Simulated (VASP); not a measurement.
## Band gap of HfO2: cutoff, mesh and cell

Aim: test what besides the functional moves the gap of HfO2. The starting structure is a measured crystal structure from the Crystallography Open Database. The atoms were first relaxed with LDA in that cell, in a run that isn't shown, and the relaxed structure is the one below.

Program: VASP 6.6.1. Level of theory: Kohn-Sham DFT with plane waves and PAW; LDA. Results are calculated unless marked as measured.

## 1. Set-up

It takes space group P2_1/c (No. 14, monoclinic). Conventional cell: a = 5.116 Å, b = 5.172 Å, c = 5.295 Å, α = 90.00°, β = 99.18°, γ = 90.00°. Nearest to Hf lie 7 O at 2.03 to 2.25 Å. Nearest to O lie 4 Hf at 2.14 to 2.25 Å. O has 3 Hf at 2.03 to 2.13 Å nearest. Farther neighbours and most contacts between anions are not listed.

As a file:

```
Hf O
1.0
     5.11560    0.00000    0.00000
     0.00000    5.17220    0.00000
    -0.84471    0.00000    5.22698
Hf O
4 8
Cartesian
  0.8127 2.3623 3.7012
  3.0358 4.9484 4.1393
  3.4582 2.8099 1.5258
  1.2351 0.2238 1.0877
  1.4824 3.8400 5.1066
  2.3661 1.2539 2.7339
  2.7885 1.3322 0.1204
  1.9048 3.9183 2.4931
  -0.3733 0.8846 4.4413
  4.2219 3.4707 3.3991
  4.6442 4.2876 0.7856
  0.0490 1.7015 1.8278
```

## 2. Reference bands

INCAR reads:

```
SYSTEM = HfO2
PREC = Accurate
ENCUT = 460
EDIFF = 1E-06
NELM = 100
ISMEAR = 0
SIGMA = 0.03
LREAL = .FALSE.
ALGO = Normal
GGA = CA
NBANDS = 72
LASPH = .TRUE.
LORBIT = 11
LWAVE = .FALSE.
LCHARG = .FALSE.
KPAR = 8
NCORE = 2
```

POSCAR reads:

```
HfO2
1.0
    5.1156000000      0.0000000000      0.0000000000
    0.0000000000      5.1722000000      0.0000000000
   -0.8447144024      0.0000000000      5.2269842757
Hf O
4 8
Direct
    0.2757950272      0.4567340553      0.7080925417
    0.7242049728      0.9567340553      0.7919074583
    0.7242049728      0.5432659447      0.2919074583
    0.2757950272      0.0432659447      0.2080925417
    0.4510997048      0.7424279229      0.9769591789
    0.5489002952      0.2424279229      0.5230408211
    0.5489002952      0.2575720771      0.0230408211
    0.4510997048      0.7575720771      0.4769591789
    0.0673282843      0.1710387267      0.8496936254
    0.9326717157      0.6710387267      0.6503063746
    0.9326717157      0.8289612733      0.1503063746
    0.0673282843      0.3289612733      0.3496936254
```

KPOINTS reads:

```
Automatic mesh
0
Gamma
4 4 4
0 0 0
```

KPOINTS_OPT reads:

```
Line mode
8
Line-mode
Reciprocal
  0.00000000   0.00000000   0.00000000 GAMMA
  0.00000000   0.00000000   0.50000000 Y

  0.00000000   0.00000000   0.50000000 Y
 -0.43397697   0.00000000   0.57166053 H

 -0.43397697   0.00000000   0.57166053 H
 -0.50000000   0.00000000   0.50000000 C

 -0.50000000   0.00000000   0.50000000 C
 -0.50000000   0.50000000   0.50000000 E

 -0.50000000   0.50000000   0.50000000 E
 -0.56602303   0.50000000   0.42833947 M1

 -0.56602303   0.50000000   0.42833947 M1
 -0.50000000   0.50000000   0.00000000 A

 -0.50000000   0.50000000   0.00000000 A
 -0.50000000   0.00000000   0.00000000 X

 -0.50000000   0.00000000   0.00000000 X
 -0.56602303   0.00000000   0.42833947 H1

 -0.43397697   0.50000000   0.57166053 M
  0.00000000   0.50000000   0.50000000 D

  0.00000000   0.50000000   0.50000000 D
  0.00000000   0.50000000   0.00000000 Z

  0.00000000   0.00000000   0.50000000 Y
  0.00000000   0.50000000   0.50000000 D
```

Potentials, in the order of the species: Hf_pv and O (LDA family, release 64).

Launch:

```bash
$ mpirun -np 16 vasp_std
```

What it wrote:

```text
[banner, memory and clock lines left out]
running   16 mpi-ranks, on    1 nodes
 distrk:  each k-point on    2 cores,    8 groups
 distr:  one band on    2 cores,    1 groups

 POSCAR found type information on POSCAR HfO
 POSCAR found :  2 types and      12 ions
 LDA part: xc-table for (Slater(with rela. corr.)+CA(PZ))
 , standard interpolation
 POSCAR, INCAR and KPOINTS ok, starting setup
 FFT: planning ... GRIDC
 FFT: planning ... GRID_SOFT
 FFT: planning ... GRID
 WAVECAR not read
 entering main loop
       N       E                     dE             d eps       ncg     rms          rms(c)
DAV:   1     0.463319951384E+03    0.46332E+03   -0.44551E+04  4328   0.111E+03
DAV:   2    -0.122881232197E+03   -0.58620E+03   -0.55798E+03  5088   0.322E+02
DAV:   3    -0.153749923712E+03   -0.30869E+02   -0.30645E+02  5224   0.656E+01
DAV:   4    -0.154042202191E+03   -0.29228E+00   -0.29208E+00  5080   0.679E+00
DAV:   5    -0.154046282020E+03   -0.40798E-02   -0.40796E-02  5288   0.741E-01    0.112E+02
DAV:   6    -0.133605332384E+03    0.20441E+02   -0.54864E+01  4576   0.318E+01    0.888E+01
DAV:   7    -0.133001623237E+03    0.60371E+00   -0.46940E+00  4944   0.844E+00    0.522E+01
DAV:   8    -0.132898406304E+03    0.10322E+00   -0.51774E-01  4896   0.352E+00    0.160E+01
DAV:   9    -0.132826368034E+03    0.72038E-01   -0.18823E-01  4720   0.188E+00    0.687E+00
DAV:  10    -0.132824019561E+03    0.23485E-02   -0.97414E-03  5184   0.430E-01    0.173E+00
DAV:  11    -0.132823998750E+03    0.20811E-04   -0.13557E-03  5192   0.157E-01    0.351E-01
DAV:  12    -0.132824008201E+03   -0.94514E-05   -0.41714E-05  5568   0.409E-02    0.104E-01
DAV:  13    -0.132824006017E+03    0.21843E-05   -0.11249E-05  5032   0.156E-02    0.621E-02
DAV:  14    -0.132824005788E+03    0.22872E-06   -0.25654E-06  4592   0.802E-03
   1 F= -.13282401E+03 E0= -.13282401E+03  d E =-.209593E-18
 Start KPOINTS_OPT (optional k-point list driver)
k-point batch [1-30\88]
       N       E                     dE             ncg
DAV:   1    -0.711191769998E+04   -0.57697E+05     4320
DAV:   2    -0.238954321852E+05   -0.16784E+05     4968
DAV:   3    -0.248651892029E+05   -0.96976E+03     5184
DAV:   4    -0.248778122021E+05   -0.12623E+02     5264
DAV:   5    -0.248780697085E+05   -0.25751E+00     5624
DAV:   6    -0.248780771469E+05   -0.74384E-02     5400
DAV:   7    -0.248780773990E+05   -0.25206E-03     5544
DAV:   8    -0.248780774098E+05   -0.10813E-04     4552
DAV:   9    -0.248780774103E+05   -0.54985E-06     3568
[...]
k-point batch [61-88\88]
       N       E                     dE             ncg
DAV:   1    -0.339660154592E+04   -0.61201E+05     4040
DAV:   2    -0.189331096973E+05   -0.15537E+05     4672
DAV:   3    -0.198208424499E+05   -0.88773E+03     4872
DAV:   4    -0.198323253441E+05   -0.11483E+02     4912
DAV:   5    -0.198325559040E+05   -0.23056E+00     5200
DAV:   6    -0.198325627538E+05   -0.68498E-02     5072
DAV:   7    -0.198325629359E+05   -0.18214E-03     5264
DAV:   8    -0.198325629432E+05   -0.73098E-05     4152
DAV:   9    -0.198325629436E+05   -0.32405E-06     3384
```

The job ended after 22 s (16 MPI ranks of AMD EPYC 9R45, shared host; peak memory 4.3 GiB; 5.5 min of CPU time).

The logs omit lines about the potential files and the build; timing stands in the text.

From OUTCAR (step 2):

```text
ion  position               nearest neighbor table
   1  0.276  0.457  0.708-   9 2.03  10 2.06  12 2.13   6 2.14   5 2.15   7 2.25   8 2.25   3 3.32
                             4 3.40   4 3.40   2 3.44   2 3.44   3 3.45   3 3.57
   2  0.724  0.957  0.792-  10 2.03   9 2.06  11 2.13   5 2.14   6 2.15   8 2.25   7 2.25   4 3.32
                             3 3.40   3 3.40   1 3.44   1 3.44   4 3.45   4 3.57
   3  0.724  0.543  0.292-  11 2.03  12 2.06  10 2.13   8 2.14   7 2.15   5 2.25   6 2.25   1 3.32
                             2 3.40   2 3.40   4 3.44   4 3.44   1 3.45   1 3.57
   4  0.276  0.043  0.208-  12 2.03  11 2.06   9 2.13   7 2.14   8 2.15   6 2.25   5 2.25   2 3.32
                             1 3.40   1 3.40   3 3.44   3 3.44   2 3.45   2 3.57
   5  0.451  0.742  0.977-   2 2.14   1 2.15   3 2.25   4 2.25
   6  0.549  0.242  0.523-   1 2.14   2 2.15   4 2.25   3 2.25
   7  0.549  0.258  0.023-   4 2.14   3 2.15   1 2.25   2 2.25
   8  0.451  0.758  0.477-   3 2.14   4 2.15   2 2.25   1 2.25
   9  0.067  0.171  0.850-   1 2.03   2 2.06   4 2.13
  10  0.933  0.671  0.650-   2 2.03   1 2.06   3 2.13
  11  0.933  0.829  0.150-   3 2.03   4 2.06   2 2.13
  12  0.067  0.329  0.350-   4 2.03   3 2.06   1 2.13

  LATTYP: Found a simple monoclinic cell.
 ALAT       =     5.1156000000
 B/A-ratio  =     1.0110641958
 C/A-ratio  =     1.0350301040
 COS(beta)  =    -0.1595366024

 Subroutine GETGRP returns: Found  4 space group operations
 (whereof  2 operations were pure point group operations)

The static configuration has the point symmetry S_2 .
 The point group associated with its full space group is C_2h.

 Found     30 irreducible k-points:

   k-points           NKPTS =     30   k-points in BZ     NKDIM =     30   number of bands    NBANDS=     72

   dimension x,y,z NGX =    36 NGY =   36 NGZ =   40
   dimension x,y,z NGXF=    72 NGYF=   72 NGZF=   80

   ENCUT  =  460.0 eV  33.81 Ry    5.81 a.u.   8.95  9.05  9.26*2*pi/ulx,y,z

   NELECT =      88.0000    total number of electrons

 k-points in reciprocal lattice and weights: Automatic mesh
   0.00000000  0.00000000  0.00000000       0.016
   0.25000000  0.00000000 -0.00000000       0.031
   0.50000000  0.00000000 -0.00000000       0.016
   0.00000000  0.25000000  0.00000000       0.031
   0.25000000  0.25000000 -0.00000000       0.062
   0.50000000  0.25000000 -0.00000000       0.031
   0.00000000  0.50000000  0.00000000       0.016
   0.25000000  0.50000000 -0.00000000       0.031
   0.50000000  0.50000000 -0.00000000       0.016
[...]
0.25000000  0.50000000  0.50000000       0.031
   0.50000000  0.50000000  0.50000000       0.016

 average (electrostatic) potential at core
       1 -38.1461       2 -38.1461       3 -38.1461       4 -38.1461       5 -71.7760
       6 -71.7760       7 -71.7760       8 -71.7760       9 -71.3867      10 -71.3867
      11 -71.3867      12 -71.3867

 E-fermi :   3.0436

 k-point     1 :       0.0000    0.0000    0.0000
  band No.  band energies     occupation
    ...
     40       1.8535      2.00000
     41       2.2788      2.00000
     42       2.3323      2.00000
     43       2.6450      2.00000
     44       2.8667      2.00000
     45       7.2509      0.00000
     46       7.7471      0.00000
     47       7.9006      0.00000
     48       8.2635      0.00000
     49       8.4494      0.00000
    ...

 k-point     2 :       0.2500    0.0000   -0.0000
  band No.  band energies     occupation
    ...
     40       1.9286      2.00000
     41       2.1606      2.00000
     42       2.2915      2.00000
     43       2.3266      2.00000
     44       2.8248      2.00000
     45       7.1443      0.00000
     46       7.5344      0.00000
     47       7.8440      0.00000
     48       8.0589      0.00000
     49       8.5417      0.00000
    ...

 k-point     3 :       0.5000    0.0000   -0.0000
  band No.  band energies     occupation
    ...
     40       1.9587      2.00000
     41       2.1200      2.00000
     42       2.2883      2.00000
     43       2.3791      2.00000
     44       2.7806      2.00000
     45       6.7982      0.00000
     46       7.8048      0.00000
     47       7.8770      0.00000
     48       7.8982      0.00000
     49       8.5950      0.00000
    ...

  Total       -8.9707187     -9.0735115     -8.7949097      0.0000000      0.0000000     -1.2293924
  in kB     -103.9237325   -105.1145642   -101.8870260      0.0000000      0.0000000    -14.2422313
  external PRESSURE =    -103.6417742 kB  Pullay stress =       0.0000000 kB

  energy-cutoff  :      460.00
  volume of cell :      138.30
      direct lattice vectors                 reciprocal lattice vectors
     5.115600000  0.000000000  0.000000000     0.195480491  0.000000000  0.031590909
     0.000000000  5.172200000  0.000000000     0.000000000  0.193341325  0.000000000
    -0.844714402  0.000000000  5.226984276     0.000000000  0.000000000  0.191314905

 POSITION                                       TOTAL-FORCE (eV/Angst)
 -----------------------------------------------------------------------------------
      0.81272      2.36232      3.70119        -0.007215      0.004074      0.004227
      3.03581      4.94842      4.13929         0.007215      0.004074     -0.004227
      3.45816      2.80988      1.52580         0.007215     -0.004074     -0.004227
      1.23508      0.22378      1.08770        -0.007215     -0.004074      0.004227
      1.48239      3.83999      5.10655         0.007012      0.002164     -0.005408
      2.36613      1.25389      2.73393        -0.007012      0.002164      0.005408
      2.78849      1.33221      0.12043        -0.007012     -0.002164      0.005408
      1.90475      3.91831      2.49306         0.007012     -0.002164     -0.005408
     -0.37332      0.88465      4.44134         0.000403      0.008045      0.008688
      4.22185      3.47075      3.39914        -0.000403      0.008045     -0.008688
      4.64421      4.28755      0.78565        -0.000403     -0.008045     -0.008688
      0.04903      1.70145      1.82784         0.000403     -0.008045      0.008688
 -----------------------------------------------------------------------------------
    total drift:                               -0.000000      0.000000     -0.000000

  FREE ENERGIE OF THE ION-ELECTRON SYSTEM (eV)
  ---------------------------------------------------
  free  energy   TOTEN  =      -132.8240057883 eV

  energy  without entropy=     -132.8240057883  energy(sigma->0) =     -132.82400579

 total charge
# of ion       s       p       d       tot
------------------------------------------
    1        0.320   6.645   1.513   8.478
    2        0.320   6.645   1.513   8.478
    3        0.320   6.645   1.513   8.478
    4        0.320   6.645   1.513   8.478
    5        1.553   3.522   0.000   5.075
    6        1.553   3.522   0.000   5.075
    7        1.553   3.522   0.000   5.075
    8        1.553   3.522   0.000   5.075
    9        1.559   3.534   0.000   5.092
   10        1.559   3.534   0.000   5.092
   11        1.559   3.534   0.000   5.092
   12        1.559   3.534   0.000   5.092
--------------------------------------------------
tot         13.725  54.802   6.052  74.579

[... 3 further parts left out ...]
```

Spin-orbit coupling is off here; with elements this heavy it can split and shift levels by tenths of an eV. At this level the cell is under a tension of 10.4 GPa, so at these settings it is away from equilibrium.

The reference gap is 3.931 eV.

## 3. Bands with cell and atoms relaxed by LDA

Against step 2 the input has another starting structure. The cell comes from a relaxation at this level, not shown (132.14 Å³).

INCAR is that of step 2.

POSCAR reads:

```
HfO2
1.0
    5.0329851696      0.0000000000     -0.0171734125
    0.0000000000      5.1255961788      0.0000000000
   -0.8487027855      0.0000000000      5.1250147165
Hf O
4 8
Direct
    0.2779071064      0.4574747644      0.7078245977
    0.7220928936      0.9574747644      0.7921754023
    0.7220928936      0.5425252356      0.2921754023
    0.2779071064      0.0425252356      0.2078245977
    0.4462596728      0.7413933174      0.9820538012
    0.5537403272      0.2413933174      0.5179461988
    0.5537403272      0.2586066826      0.0179461988
    0.4462596728      0.7586066826      0.4820538012
    0.0732474743      0.1583600063      0.8369067836
    0.9267525257      0.6583600063      0.6630932164
    0.9267525257      0.8416399937      0.1630932164
    0.0732474743      0.3416399937      0.3369067836
```

KPOINTS is that of step 2.

KPOINTS_OPT reads:

```
Line mode
8
Line-mode
Reciprocal
  0.00000000   0.00000000   0.00000000 GAMMA
  0.00000000   0.00000000   0.50000000 Y

  0.00000000   0.00000000   0.50000000 Y
 -0.43121524   0.00000000   0.57421243 H

 -0.43121524   0.00000000   0.57421243 H
 -0.50000000   0.00000000   0.50000000 C

 -0.50000000   0.00000000   0.50000000 C
 -0.50000000   0.50000000   0.50000000 E

 -0.50000000   0.50000000   0.50000000 E
 -0.56878476   0.50000000   0.42578757 M1

 -0.56878476   0.50000000   0.42578757 M1
 -0.50000000   0.50000000   0.00000000 A

 -0.50000000   0.50000000   0.00000000 A
 -0.50000000   0.00000000   0.00000000 X

 -0.50000000   0.00000000   0.00000000 X
 -0.56878476   0.00000000   0.42578757 H1

 -0.43121524   0.50000000   0.57421243 M
  0.00000000   0.50000000   0.50000000 D

  0.00000000   0.50000000   0.50000000 D
  0.00000000   0.50000000   0.00000000 Z

  0.00000000   0.00000000   0.50000000 Y
  0.00000000   0.50000000   0.50000000 D
```

Launch:

```bash
$ mpirun -np 16 vasp_std
```

What it wrote:

```text
[... set-up lines as in an earlier step ...]
 entering main loop
       N       E                     dE             d eps       ncg     rms          rms(c)
DAV:   1     0.462264515262E+03    0.46226E+03   -0.44847E+04  4320   0.112E+03
DAV:   2    -0.123312308525E+03   -0.58558E+03   -0.55743E+03  5032   0.326E+02
DAV:   3    -0.153580113969E+03   -0.30268E+02   -0.30050E+02  5264   0.658E+01
DAV:   4    -0.153864402183E+03   -0.28429E+00   -0.28409E+00  5056   0.669E+00
[...]
DAV:  12    -0.133003290368E+03   -0.51564E-05   -0.27702E-05  5560   0.319E-02    0.248E-02
DAV:  13    -0.133003289083E+03    0.12849E-05   -0.63277E-06  5008   0.150E-02    0.592E-02
DAV:  14    -0.133003288892E+03    0.19095E-06   -0.23777E-06  4432   0.680E-03
   1 F= -.13300329E+03 E0= -.13300329E+03  d E =-.219758E-11
 Start KPOINTS_OPT (optional k-point list driver)
k-point batch [1-30\88]
       N       E                     dE             ncg
DAV:   1    -0.622636022874E+04   -0.56939E+05     4320
DAV:   2    -0.230192886301E+05   -0.16793E+05     4952
DAV:   3    -0.239691804500E+05   -0.94989E+03     5152
DAV:   4    -0.239811032950E+05   -0.11923E+02     5360
DAV:   5    -0.239813306600E+05   -0.22737E+00     5520
DAV:   6    -0.239813366507E+05   -0.59906E-02     5480
DAV:   7    -0.239813368462E+05   -0.19553E-03     5504
DAV:   8    -0.239813368542E+05   -0.79978E-05     4432
DAV:   9    -0.239813368546E+05   -0.39560E-06     3712
[...]
k-point batch [61-88\88]
       N       E                     dE             ncg
DAV:   1    -0.246493205486E+04   -0.62028E+05     4032
DAV:   2    -0.181156915630E+05   -0.15651E+05     4664
DAV:   3    -0.189908090257E+05   -0.87512E+03     4816
DAV:   4    -0.190016232567E+05   -0.10814E+02     4928
DAV:   5    -0.190018374036E+05   -0.21415E+00     5120
DAV:   6    -0.190018431242E+05   -0.57206E-02     5120
DAV:   7    -0.190018432848E+05   -0.16057E-03     5072
DAV:   8    -0.190018432915E+05   -0.67582E-05     4096
DAV:   9    -0.190018432919E+05   -0.36171E-06     3192
```

Wall time 20 s (16 MPI ranks); peak memory 4.7 GiB.

Parts of OUTCAR (step 3):

```text
  Total       -0.6319216     -0.6509388     -0.6885770      0.0000000      0.0000000      0.0181518
  in kB       -7.6622114     -7.8927991     -8.3491724      0.0000000      0.0000000      0.2200948
  external PRESSURE =      -7.9680610 kB  Pullay stress =       0.0000000 kB

 POSITION                                       TOTAL-FORCE (eV/Angst)
 -----------------------------------------------------------------------------------
      0.79797      2.34483      3.62284        -0.000530     -0.001497      0.004730
      2.96196      4.90763      4.04751         0.000530     -0.001497     -0.004730
      3.38631      2.78077      1.48500         0.000530      0.001497     -0.004730
      1.22232      0.21797      1.06033        -0.000530      0.001497      0.004730
      1.41255      3.80008      5.02538        -0.002278     -0.000014     -0.003713
      2.34738      1.23728      2.64497         0.002278     -0.000014      0.003713
      2.77174      1.32551      0.08246         0.002278      0.000014      0.003713
      1.83690      3.88831      2.46287        -0.002278      0.000014     -0.003713
     -0.34163      0.81169      4.28790         0.000712      0.003074      0.002866
      4.10156      3.37449      3.38245        -0.000712      0.003074     -0.002866
      4.52591      4.31391      0.81994        -0.000712     -0.003074     -0.002866
      0.08272      1.75111      1.72539         0.000712     -0.003074      0.002866
 -----------------------------------------------------------------------------------
    total drift:                                0.000000     -0.000000      0.000000

  FREE ENERGIE OF THE ION-ELECTRON SYSTEM (eV)
  ---------------------------------------------------
  free  energy   TOTEN  =      -133.0032888923 eV

  energy  without entropy=     -133.0032888923  energy(sigma->0) =     -133.00328889

[... 1 part as in an earlier step ...]

[... 2 further parts left out ...]
[key lines of the parts left out:]
E-fermi :   3.3552
```

With cell and atoms relaxed by LDA the gap is 3.931 eV, +0.000 eV from the reference.

(Part 1 of 2 ends here.)

[Lines on the potential files, build, host, timing and source positions are cut from VASP's logs without a mark.]

[Logs are printed without paths, hosts, clocks, repeated set-up lines and the standing remarks that a program may print on its own settings, such as how far it seeks lower states.]

[Hosts, paths, dates, database ids (printed as entryN), source tags and the programs' standing remarks are cut or masked in the printed files.]
